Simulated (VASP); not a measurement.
Calculation: PBE GGA, VASP's PBE PAW potentials (set 64) (plane waves; VASP).

The input files of a VASP run:

### KPOINTS
```
K-points
0
Gamma
1 1 1
```

### INCAR
```
! general
SYSTEM   =  Ga36CN35
PREC     =  Normal
ENCUT    =  400   ! plane-wave cut-off (eV)
LREAL    =  Auto   ! projection in real space or not
LASPH    =  .TRUE.   ! aspherical one-centre terms
ISYM     =  0
NELECT   =  286.0

! electronic loop
EDIFF    =  1E-5   ! SCF stop (eV)
NELM     =  100   ! most electronic steps
NELMIN   =  4
ALGO     =  Fast
LMAXMIX  =  4   ! l cut-off of mixed one-centre charges

! smearing
ISMEAR   =  0
SIGMA    =  0.05

! functional
GGA      =  PE   ! PBE

! ions
IBRION   =  2   ! conjugate gradients
NSW      =  60
ISIF     =  2   ! forces and stress, cell fixed
EDIFFG   =  -0.03   ! ionic stop

! output
LWAVE    =  .TRUE.
LCHARG   =  .FALSE.
```

POSCAR:
```
Ga36CN35
1
    4.8683178927    -8.4321738171     0.0000000000
    4.8683178927     8.4321738171     0.0000000000
    0.0000000000     0.0000000000    10.5562839806
Ga N C
36 35 1
Direct
  0.2222220000   0.1111110000   0.2500000000
  0.1111110000   0.2222220000   0.0000000000
  0.2222220000   0.1111110000   0.7500000000
  0.1111110000   0.2222220000   0.5000000000
  0.2222220000   0.4444440000   0.2500000000
  0.1111110000   0.5555560000   0.0000000000
  0.2222220000   0.4444440000   0.7500000000
  0.1111110000   0.5555560000   0.5000000000
  0.2222220000   0.7777780000   0.2500000000
  0.1111110000   0.8888890000   0.0000000000
  0.2222220000   0.7777780000   0.7500000000
  0.1111110000   0.8888890000   0.5000000000
  0.5555560000   0.1111110000   0.2500000000
  0.4444440000   0.2222220000   0.0000000000
  0.5555560000   0.1111110000   0.7500000000
  0.4398540000   0.2203680000   0.5044820000
  0.5571430000   0.4459850000   0.2461240000
  0.4444440000   0.5555560000   0.0000000000
  0.5555560000   0.4444440000   0.7500000000
  0.4408870000   0.5486690000   0.4999970000
  0.5555560000   0.7777780000   0.2500000000
  0.4444440000   0.8888890000   0.0000000000
  0.5555560000   0.7777780000   0.7500000000
  0.4444440000   0.8888890000   0.5000000000
  0.8888890000   0.1111110000   0.2500000000
  0.7777780000   0.2222220000   0.0000000000
  0.8888890000   0.1111110000   0.7500000000
  0.7777780000   0.2222220000   0.5000000000
  0.8888890000   0.4444440000   0.2500000000
  0.7777780000   0.5555560000   0.0000000000
  0.8888890000   0.4444440000   0.7500000000
  0.7834170000   0.5577960000   0.5017320000
  0.8888890000   0.7777780000   0.2500000000
  0.7777780000   0.8888890000   0.0000000000
  0.8888890000   0.7777780000   0.7500000000
  0.7777780000   0.8888890000   0.5000000000
  0.2182470000   0.1085630000   0.4372870000
  0.1111110000   0.2222220000   0.1885000000
  0.2222220000   0.1111110000   0.9385000000
  0.1111110000   0.2222220000   0.6885000000
  0.2181940000   0.4424130000   0.4413840000
  0.1111110000   0.5555560000   0.1885000000
  0.2222220000   0.4444440000   0.9385000000
  0.1111110000   0.5555560000   0.6885000000
  0.2222220000   0.7777780000   0.4385000000
  0.1111110000   0.8888890000   0.1885000000
  0.2222220000   0.7777780000   0.9385000000
  0.1111110000   0.8888890000   0.6885000000
  0.5504540000   0.1084560000   0.4393280000
  0.4420400000   0.2202410000   0.1914730000
  0.5555560000   0.1111110000   0.9385000000
  0.4438350000   0.2176940000   0.6847170000
  0.4459240000   0.5541460000   0.1876730000
  0.5555560000   0.4444440000   0.9385000000
  0.4420270000   0.5538220000   0.6897780000
  0.5533160000   0.7744600000   0.4406690000
  0.4444440000   0.8888890000   0.1885000000
  0.5555560000   0.7777780000   0.9385000000
  0.4444440000   0.8888890000   0.6885000000
  0.8888890000   0.1111110000   0.4385000000
  0.7777780000   0.2222220000   0.1885000000
  0.8888890000   0.1111110000   0.9385000000
  0.7777780000   0.2222220000   0.6885000000
  0.8917550000   0.4504960000   0.4378200000
  0.7795290000   0.5531190000   0.1930920000
  0.8888890000   0.4444440000   0.9385000000
  0.7794330000   0.5603620000   0.6876710000
  0.8907020000   0.7818900000   0.4348710000
  0.7777780000   0.8888890000   0.1885000000
  0.8888890000   0.7777780000   0.9385000000
  0.7777780000   0.8888890000   0.6885000000
  0.5580270000   0.4449200000   0.4424060000
```

POTCAR, in this order: Ga N C (PBE.64 set). Program: vasp_gam.

At this cut-off the stress carries a Pulay error, which pulls relaxed volumes low. The cell is charged, with a uniform compensating background. The supercell is sampled at Γ alone, which is coarse: total energies, pressure and levels can be off, energies of defects by several tenths of an eV.

**Question.** What does the run give for the energy per atom (σ→0)?

**Answer.** 
```json
{
  "energy per atom (σ→0)": "-6.017 eV/atom"
}
```

OSZICAR:
```
...
       N       E                     dE             d eps       ncg     rms          rms(c)
DAV:   1    -0.433239345043E+03   -0.62196E-03   -0.20674E-01   360   0.117E+00    0.927E-02
RMM:   2    -0.433239610880E+03   -0.26584E-03   -0.34940E-03   360   0.131E-01    0.518E-02
RMM:   3    -0.433239637149E+03   -0.26269E-04   -0.63891E-04   402   0.504E-02    0.380E-02
RMM:   4    -0.433239615271E+03    0.21878E-04   -0.64424E-05   319   0.187E-02    0.222E-02
RMM:   5    -0.433239603698E+03    0.11573E-04   -0.70777E-05   330   0.170E-02    0.621E-03
RMM:   6    -0.433239603939E+03   -0.24114E-06   -0.87418E-06   216   0.656E-03
  12 F= -.43323960E+03 E0= -.43321052E+03  d E =-.881097E-03
```

The cell is a supercell with a defect, built from GaN (wurtzite): C_N, charge +1. The run is not spin-polarised, so no state with unpaired spins was tried.
